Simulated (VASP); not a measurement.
Input:

```yaml
crystal:
  lattice:
    - [0.00000, 2.81500, 2.81500]
    - [2.81500, 0.00000, 2.81500]
    - [2.81500, 2.81500, 0.00000]
  atoms:
    - { symbol: Be, position: [0.00000, 0.00000, 0.00000] }
    - { symbol: Te, position: [0.25000, 0.25000, 0.25000] }
```

All values below come from PBE GGA, VASP's PBE PAW potentials (set 64) (plane waves; VASP). Settings: 300 eV cut-off, 5×5×5 Γ-centred mesh, Fermi-Dirac smearing of 0.010 eV, potentials Be Te.

Unless said otherwise, spin-orbit coupling is left out, though it shifts the bands of the heavy elements here.

Q: Give the energies of bands 2 to 7 at the high-symmetry points, in eV from the valence-band maximum.

A: 
```csv
band,Γ,X,U,L,W
2,0.00,-5.12,-4.77,-5.55,-4.59
3,0.00,-2.65,-3.89,-1.14,-3.70
4,0.00,-2.65,-2.24,-1.14,-3.21
5,3.60,1.97,2.70,3.08,5.28
6,3.60,2.66,5.26,4.59,5.54
7,3.60,9.71,7.88,4.59,5.55
```

The gap is indirect, 1.97 eV, from the valence maximum at Γ to the conduction minimum at X.

The structure is a typed BeTe crystal (F-43m). The cell was not relaxed at this level.
